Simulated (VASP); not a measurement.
Set up this calculation in VASP 6.6.1, as the native input.

```
Task                    : density of states
Functional              : PBE
Potentials or basis     : VASP PAW PBE potentials, release 64 (Ga_d, Sn_d, O)
Cutoff                  : 520 eV
k mesh                  : 8 × 8 × 8
Occupations             : gaussian, width 0.1 eV
Spin                    : no spin polarisation
k mesh for the DOS      : 12 × 12 × 12
Occupations for the DOS : tetrahedron
Further INCAR settings  : ALGO = Normal; EDIFF = 1e-06
```

Ga2SnO:

```
CELL_PARAMETERS angstrom
-2.69923 2.69923 5.54653
2.69923 -2.69923 5.54653
2.69923 2.69923 -5.54653
ATOMIC_POSITIONS crystal
Ga 0.53241 0.62500 0.40741
Ga 0.87500 0.46759 0.09259
Ga 0.37500 0.78241 0.90741
Ga 0.21759 0.12500 0.59259
Sn 0.75000 0.25000 0.50000
Sn 0.00000 0.00000 0.00000
O 0.50000 0.50000 0.00000
O 0.25000 0.75000 0.50000
```

The cell was built by a generator and needn't be a form met in nature.

One way to write it, as run:

POSCAR

```
Ga2SnO
1.0
   -2.6992300000      2.6992300000      5.5465300000
    2.6992300000     -2.6992300000      5.5465300000
    2.6992300000      2.6992300000     -5.5465300000
Ga Sn O
4 2 2
Direct
    0.5324130000      0.6250000000      0.4074130000
    0.8750000000      0.4675870000      0.0925870000
    0.3750000000      0.7824130000      0.9074130000
    0.2175870000      0.1250000000      0.5925870000
    0.7500000000      0.2500000000      0.5000000000
    0.0000000000      0.0000000000      0.0000000000
    0.5000000000      0.5000000000      0.0000000000
    0.2500000000      0.7500000000      0.5000000000
```

INCAR.step1

```
ALGO = Normal
EDIFF = 1E-6
ENCUT = 520
GGA = PE
ISIF = 2
ISMEAR = 0
KPAR = 8
LASPH = True
LCHARG = True
LREAL = False
LWAVE = False
NELM = 60
PREC = Accurate
SIGMA = 0.1
```

KPOINTS.step1

```
k-points
0
Gamma
  8 8 8
```

INCAR.step2

```
ALGO = Normal
EDIFF = 1E-6
ENCUT = 520
GGA = PE
ICHARG = 11
ISIF = 2
ISMEAR = -5
KPAR = 8
LASPH = True
LCHARG = False
LORBIT = 11
LREAL = False
LWAVE = False
NEDOS = 2001
NELM = 60
PREC = Accurate
SIGMA = 0.1
```

KPOINTS.step2

```
k-points
0
Gamma
  12 12 12
```

Potentials or basis: VASP PAW PBE potentials, release 64 (Ga_d, Sn_d, O).

The run is started by

```console
$ cat potpaw_PBE.64/Ga_d/POTCAR potpaw_PBE.64/Sn_d/POTCAR potpaw_PBE.64/O/POTCAR > POTCAR
$ cp INCAR.step1 INCAR
$ cp KPOINTS.step1 KPOINTS
$ mpirun -np 8 vasp_std > vasp.out
$ cp INCAR.step2 INCAR
$ cp KPOINTS.step2 KPOINTS
$ mpirun -np 8 vasp_std > vasp.out
```

Results of the run:

```json
{
  "Valence electrons inside the program's atomic spheres": "Ga 11.51; Sn 12.36; O 4.93"
}
```

Run time: 3.8 min on 8 MPI ranks on Intel(R) Xeon(R) Platinum 8559C (Emerald Rapids) (shared host), peak memory 1.2 GiB a rank.
